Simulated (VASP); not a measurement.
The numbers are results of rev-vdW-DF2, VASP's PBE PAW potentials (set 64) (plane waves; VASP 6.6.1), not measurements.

VASP input:

### INCAR
```
# general
SYSTEM    =  MgS
PREC      =  Accurate
ENCUT     =  520
LREAL     =  F
LASPH     =  T

# electronic loop
EDIFF     =  1E-7
NELM      =  100
ALGO      =  Normal

# smearing
ISMEAR    =  -5

# functional
GGA       =  MK
LUSE_VDW  =  T
AGGAC     =  0.0
PARAM1    =  0.1234568
PARAM2    =  0.7114
ZAB_VDW   =  -1.8867

# ions
ISIF      =  2

# output
LWAVE     =  F
LCHARG    =  T
LORBIT    =  11
NEDOS     =  601
```

### KPOINTS
```
Automatic mesh
0
Gamma
10 10 10
0 0 0
```

File POSCAR:
```
MgS
1
    0.0000000000     2.5984433094     2.5984433094
    2.5984433094     0.0000000000     2.5984433094
    2.5984433094     2.5984433094    -0.0000000000
Mg S
1 1
Direct
  1.0000000000   1.0000000000   0.0000000000
  0.5000000000   0.5000000000   0.5000000000
```

POTCAR, in this order: Mg S (PBE.64 set). Program: vasp_std.

The run wrote:

OSZICAR:
```
       N       E                     dE             d eps       ncg     rms          rms(c)
DAV:   1     0.247260687870E+02    0.24726E+02   -0.37872E+03   816   0.829E+02
DAV:   2    -0.564314187294E+01   -0.30369E+02   -0.29031E+02  1040   0.105E+02
DAV:   3    -0.655391499245E+01   -0.91077E+00   -0.91077E+00   896   0.251E+01
DAV:   4    -0.655780258619E+01   -0.38876E-02   -0.38876E-02  1184   0.185E+00
DAV:   5    -0.655780891451E+01   -0.63283E-05   -0.63283E-05  1008   0.602E-02    0.425E+00
DAV:   6    -0.617936627843E+01    0.37844E+00   -0.10268E+00   784   0.503E+00    0.340E+00
DAV:   7    -0.614256282926E+01    0.36803E-01   -0.23534E-01  1008   0.260E+00    0.241E+00
DAV:   8    -0.614338652962E+01   -0.82370E-03   -0.13396E-02   832   0.106E+00    0.101E+00
DAV:   9    -0.614316152087E+01    0.22501E-03   -0.70363E-04   936   0.219E-01    0.264E-01
DAV:  10    -0.614319635651E+01   -0.34836E-04   -0.11953E-04  1056   0.755E-02    0.172E-02
DAV:  11    -0.614319591330E+01    0.44321E-06   -0.13848E-05   912   0.208E-02    0.974E-03
DAV:  12    -0.614319596346E+01   -0.50154E-07   -0.31149E-07   976   0.476E-03
   1 F= -.61431960E+01 E0= -.61431960E+01  d E =0.000000E+00
```

File OUTCAR:
```
------------------------ aborting loop because EDIFF is reached ----------------------------------------
  FORCE on cell =-STRESS in cart. coord.  units (eV):
  Direction    XX          YY          ZZ          XY          YZ          ZX
  --------------------------------------------------------------------------------------
  Total        0.0051495      0.0051495      0.0051495     -0.0000000      0.0000000      0.0000000
  in kB        0.2351269      0.2351269      0.2351269     -0.0000000      0.0000000      0.0000000
  external PRESSURE =       0.2351269 kB  Pullay stress =       0.0000000 kB
  volume of cell :       35.09
      direct lattice vectors                 reciprocal lattice vectors
     0.000000000  2.598443309  2.598443309    -0.192422901  0.192422901  0.192422901
     2.598443309  0.000000000  2.598443309     0.192422901 -0.192422901  0.192422901
     2.598443309  2.598443309  0.000000000     0.192422901  0.192422901 -0.192422901
 POSITION                                       TOTAL-FORCE (eV/Angst)
 -----------------------------------------------------------------------------------
      0.00000      0.00000      0.00000        -0.000000     -0.000000     -0.000000
      2.59844      2.59844      2.59844         0.000000      0.000000      0.000000
 -----------------------------------------------------------------------------------
    total drift:                                0.000000      0.000000      0.000000
  FREE ENERGIE OF THE ION-ELECTRON SYSTEM (eV)
  ---------------------------------------------------
  free  energy   TOTEN  =        -6.1431959635 eV

  energy  without entropy=       -6.1431959635  energy(sigma->0) =       -6.14319596

 total charge

# of ion       s       p       d       tot
------------------------------------------
    1        0.138   0.129   0.040   0.307
    2        1.316   2.504   0.000   3.820
--------------------------------------------------
tot          1.453   2.634   0.040   4.127
```
(Selected blocks of OUTCAR.)

The compound is MgS in the rock salt structure. It was relaxed first.
